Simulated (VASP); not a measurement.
RbYMg6:

```
Y Rb Mg
1.0
     5.47240    0.00000    0.00000
     0.00000    3.52833    5.88272
     0.00000   -3.52833    5.88272
Y Rb Mg
1 1 6
Direct
  0.50000 0.34936 0.34936
  0.00000 0.14835 0.14835
  0.00000 0.66531 0.66531
  0.00000 0.17522 0.64571
  0.00000 0.64571 0.17522
  0.50000 0.84238 0.84238
  0.50000 0.35265 0.82102
  0.50000 0.82102 0.35265
```

The cell comes from a database or a generator and needn't be the stable form of this composition.

- Program: VASP 6.6.1
- Task: single point
- Functional: PBE
- Potentials or basis: VASP PAW PBE potentials, release 64 (Y_sv, Rb_sv, Mg)
- Cutoff: 520 eV
- k mesh: 5 × 5 × 5
- Occupations: fermi-dirac, width 0.05 eV
- Spin: no spin polarisation

On this cell: pressure 0.1 GPa; largest force 0.142 eV/Å; band gap on the k mesh none (metal or under the smearing width).

The same run follows on a disturbed copy (atoms moved at random, drawn with an rms of 0.05 Å):

```
Y Rb Mg
1.0
     5.47240    0.00000    0.00000
     0.00000    3.52833    5.88272
     0.00000   -3.52833    5.88272
Y Rb Mg
1 1 6
Direct
  0.50121 0.34262 0.34596
  0.99780 0.14654 0.15219
  0.99769 0.66221 0.67085
  0.00177 0.17107 0.64991
  0.00764 0.64355 0.17444
  0.49308 0.83380 0.85015
  0.49121 0.35095 0.82092
  0.50135 0.83031 0.35033
```

Task: What does the disturbed cell give?

Result: The energy (extrapolated to zero smearing) moves by +3.9 meV/atom; pressure 0.0 GPa; largest force 0.324 eV/Å; band gap on the k mesh none (metal or under the smearing width).

Forces on the atoms (eV/Å):
```
Y    0.033  0.010  0.286
Rb  -0.008  0.025 -0.168
Mg  -0.026  0.032 -0.006
Mg  -0.031  0.006 -0.039
Mg  -0.090  0.004  0.016
Mg   0.073  0.081  0.039
Mg   0.087  0.135  0.005
Mg  -0.038 -0.292 -0.134
```

Stress tensor (GPa, compression positive):
```
 0.04  0.01 -0.06
 0.01 -0.19 -0.02
-0.06 -0.02  0.15
```
